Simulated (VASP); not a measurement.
Calculation: modified Becke-Johnson potential (mBJ), VASP's PBE PAW potentials (set 64) (plane waves; VASP).

A VASP calculation is set up with these files.

**INCAR**
```
SYSTEM = CsPbBr3
PREC = Accurate
ENCUT = 400
EDIFF = 1E-6
NELM = 200
ALGO = Normal
LREAL = .FALSE.
LASPH = .TRUE.
ISMEAR = 0
SIGMA = 0.05
METAGGA = MBJ
LMIXTAU = .TRUE.
LMAXMIX = 4
LWAVE = .FALSE.
LCHARG = .FALSE.
ISIF = 0
```

File KPOINTS_OPT:
```
k-points along high-symmetry lines
16
Line-mode
Reciprocal
  0.000000   0.000000   0.000000 ! GAMMA
  0.000000   0.500000   0.000000 ! X

  0.000000   0.500000   0.000000 ! X
  0.500000   0.500000   0.000000 ! M

  0.500000   0.500000   0.000000 ! M
  0.000000   0.000000   0.000000 ! GAMMA

  0.000000   0.000000   0.000000 ! GAMMA
  0.500000   0.500000   0.500000 ! R

  0.500000   0.500000   0.500000 ! R
  0.000000   0.500000   0.000000 ! X

  0.500000   0.500000   0.500000 ! R
  0.500000   0.500000   0.000000 ! M
```

File POSCAR:
```
CsPbBr3
1
    5.8731067799     0.0000000000     0.0000000000
    0.0000000000     5.8731067799     0.0000000000
    0.0000000000     0.0000000000     5.8731067799
Cs Pb Br
1 1 3
Direct
  0.0000000000   0.0000000000   0.0000000000
  0.5000000000   0.5000000000   0.5000000000
  0.5000000000   0.0000000000   0.5000000000
  0.0000000000   0.5000000000   0.5000000000
  0.5000000000   0.5000000000   0.0000000000
```

File KPOINTS:
```
K-points
0
gamma
 4 4 4
0 0 0
```

POTCAR, in this order: Cs_sv Pb_d Br (PBE.64 set). Program: vasp_std. Read from the step before: WAVECAR.

### OSZICAR
```
...
DAV: 167     0.195062634109E+04    0.25421E+01   -0.38854E+02   612   0.514E+02    0.216E+01
DAV: 168     0.194798141409E+04   -0.26449E+01   -0.17652E+01   626   0.332E+01    0.225E+01
DAV: 169     0.194890615800E+04    0.92474E+00   -0.26453E+01   550   0.271E+02    0.227E+01
DAV: 170     0.194800083497E+04   -0.90532E+00   -0.12575E+01   754   0.708E+01    0.215E+01
DAV: 171     0.194776826177E+04   -0.23257E+00   -0.12194E+01   568   0.125E+02    0.203E+01
DAV: 172     0.186506765286E+04   -0.82701E+02   -0.94746E+02   600   0.380E+02    0.294E+02
DAV: 173     0.179318310797E+04   -0.71885E+02   -0.97165E+02   764   0.401E+02    0.514E+02
DAV: 174     0.199084088236E+04    0.19766E+03   -0.79236E+02   598   0.243E+02    0.144E+02
DAV: 175     0.195568664667E+04   -0.35154E+02   -0.33292E+02   612   0.280E+02    0.146E+02
DAV: 176     0.192927805067E+04   -0.26409E+02   -0.56508E+02   672   0.308E+02    0.251E+01
DAV: 177     0.194411354914E+04    0.14835E+02   -0.27060E+02   820   0.214E+02    0.188E+02
DAV: 178     0.183547708653E+04   -0.10864E+03   -0.70078E+02   620   0.278E+02    0.443E+01
DAV: 179     0.195345266085E+04    0.11798E+03   -0.88964E+02   548   0.227E+02    0.287E+02
DAV: 180     0.193169367118E+04   -0.21759E+02   -0.22456E+02   602   0.174E+02    0.509E+01
DAV: 181     0.193266470581E+04    0.97103E+00   -0.89722E+01   796   0.989E+01    0.648E+01
DAV: 182     0.194650721383E+04    0.13843E+02   -0.59288E+01   544   0.662E+01    0.351E+01
DAV: 183     0.194575876046E+04   -0.74845E+00   -0.28879E+01   848   0.558E+01    0.309E+01
DAV: 184     0.193592834155E+04   -0.98304E+01   -0.63128E+01   580   0.807E+01    0.143E+02
DAV: 185     0.192521300915E+04   -0.10715E+02   -0.10272E+02   550   0.109E+02    0.261E+02
DAV: 186     0.193401948233E+04    0.88065E+01   -0.40655E+01   618   0.767E+01    0.158E+02
DAV: 187     0.192733453571E+04   -0.66849E+01   -0.20594E+01   874   0.601E+01    0.201E+02
DAV: 188     0.193803577792E+04    0.10701E+02   -0.15189E+01   732   0.407E+01    0.196E+02
DAV: 189     0.193618269545E+04   -0.18531E+01   -0.85785E+00   764   0.325E+01    0.218E+02
DAV: 190     0.193575611681E+04   -0.42658E+00   -0.43116E+00   800   0.315E+01    0.213E+02
DAV: 191     0.193394124918E+04   -0.18149E+01   -0.83714E+00   748   0.492E+01    0.210E+02
DAV: 192     0.193283314082E+04   -0.11081E+01   -0.32425E+01   630   0.571E+01    0.180E+02
DAV: 193     0.193323278346E+04    0.39964E+00   -0.75017E+00   662   0.398E+01    0.181E+02
DAV: 194     0.192721746763E+04   -0.60153E+01   -0.13638E+01   610   0.307E+01    0.170E+02
DAV: 195     0.192846143599E+04    0.12440E+01   -0.56683E+01   752   0.820E+01    0.207E+02
DAV: 196     0.193574258349E+04    0.72811E+01   -0.29321E+01   588   0.618E+01    0.233E+02
DAV: 197     0.193726029312E+04    0.15177E+01   -0.25912E+01   762   0.608E+01    0.254E+02
DAV: 198     0.193814525822E+04    0.88497E+00   -0.14033E+01   970   0.490E+01    0.232E+02
DAV: 199     0.194723438000E+04    0.90891E+01   -0.73904E+01   536   0.124E+02    0.222E+02
DAV: 200     0.194669933114E+04   -0.53505E+00   -0.53634E+00   710   0.317E+01
   1 F= 0.19466993E+04 E0= 0.19466993E+04  d E =-.126243E-13
       N       E                     dE             ncg
       N       E                     dE             ncg
       N       E                     dE             ncg
       N       E                     dE             ncg
       N       E                     dE             ncg
       N       E                     dE             ncg
       N       E                     dE             ncg
       N       E                     dE             ncg
       N       E                     dE             ncg
       N       E                     dE             ncg
```

**Question.** The electronic loop did not converge. What happens with NELM = 300, IMIX = 1, AMIX = 0.1?

**Answer.** The run did not converge; its last values are not results.
File OSZICAR:
```
...
DAV: 272     0.195998049931E+04    0.13892E+02   -0.17537E+02   524   0.794E+01    0.160E+01
DAV: 273     0.195680236228E+04   -0.31781E+01   -0.11338E+02   520   0.542E+01    0.186E+01
DAV: 274     0.195730097164E+04    0.49861E+00   -0.46408E+01   520   0.365E+01    0.586E+01
DAV: 275     0.196062068306E+04    0.33197E+01   -0.42402E+01   526   0.556E+01    0.101E+02
DAV: 276     0.195652560445E+04   -0.40951E+01   -0.11783E+02   544   0.947E+01    0.170E+02
DAV: 277     0.194910688650E+04   -0.74187E+01   -0.27642E+02   524   0.142E+02    0.286E+02
DAV: 278     0.193319192719E+04   -0.15915E+02   -0.64683E+02   520   0.186E+02    0.431E+02
DAV: 279     0.195254348509E+04    0.19352E+02   -0.62207E+02   520   0.187E+02    0.164E+02
DAV: 280     0.194753536389E+04   -0.50081E+01   -0.17282E+02   520   0.820E+01    0.149E+02
DAV: 281     0.195599856196E+04    0.84632E+01   -0.23946E+02   526   0.909E+01    0.127E+02
DAV: 282     0.194933620706E+04   -0.66624E+01   -0.16994E+02   520   0.774E+01    0.241E+02
DAV: 283     0.195593587033E+04    0.65997E+01   -0.11342E+02   520   0.826E+01    0.105E+01
DAV: 284     0.195035856722E+04   -0.55773E+01   -0.95101E+01   534   0.983E+01    0.144E+02
DAV: 285     0.195588971820E+04    0.55312E+01   -0.19464E+02   526   0.112E+02    0.167E+02
DAV: 286     0.193229213698E+04   -0.23598E+02   -0.46368E+02   522   0.172E+02    0.355E+02
DAV: 287     0.194360531386E+04    0.11313E+02   -0.14553E+02   522   0.907E+01    0.216E+02
DAV: 288     0.192839630873E+04   -0.15209E+02   -0.87543E+02   520   0.228E+02    0.423E+02
DAV: 289     0.194855031725E+04    0.20154E+02   -0.44365E+02   526   0.126E+02    0.282E+01
DAV: 290     0.190088669970E+04   -0.47664E+02   -0.80568E+02   640   0.258E+02    0.294E+02
DAV: 291     0.190306902747E+04    0.21823E+01   -0.18013E+03   520   0.276E+02    0.399E+02
DAV: 292     0.194497684949E+04    0.41908E+02   -0.11768E+03   538   0.220E+02    0.243E+02
DAV: 293     0.192351829743E+04   -0.21459E+02   -0.54363E+02   520   0.166E+02    0.188E+02
DAV: 294     0.195137895894E+04    0.27861E+02   -0.44524E+02   520   0.116E+02    0.647E+01
DAV: 295     0.152977374927E+04   -0.42161E+03   -0.42058E+03   810   0.611E+02    0.107E+02
DAV: 296     0.191352779913E+04    0.38375E+03   -0.27707E+03   680   0.350E+02    0.109E+02
DAV: 297     0.194536936857E+04    0.31842E+02   -0.13240E+03   536   0.206E+02    0.211E+02
DAV: 298     0.195422472276E+04    0.88554E+01   -0.28906E+02   520   0.102E+02    0.303E+02
DAV: 299     0.195828232513E+04    0.40576E+01   -0.17291E+02   524   0.107E+02    0.872E+01
DAV: 300     0.195198467822E+04   -0.62976E+01   -0.71914E+01   522   0.496E+01
   1 F= 0.19519847E+04 E0= 0.19519847E+04  d E =-.335720E-15
       N       E                     dE             ncg
       N       E                     dE             ncg
       N       E                     dE             ncg
       N       E                     dE             ncg
       N       E                     dE             ncg
       N       E                     dE             ncg
       N       E                     dE             ncg
       N       E                     dE             ncg
       N       E                     dE             ncg
       N       E                     dE             ncg
```

The compound is CsPbBr3 in the cubic perovskite structure, the ideal cubic form; the compound distorts at low or room temperature.
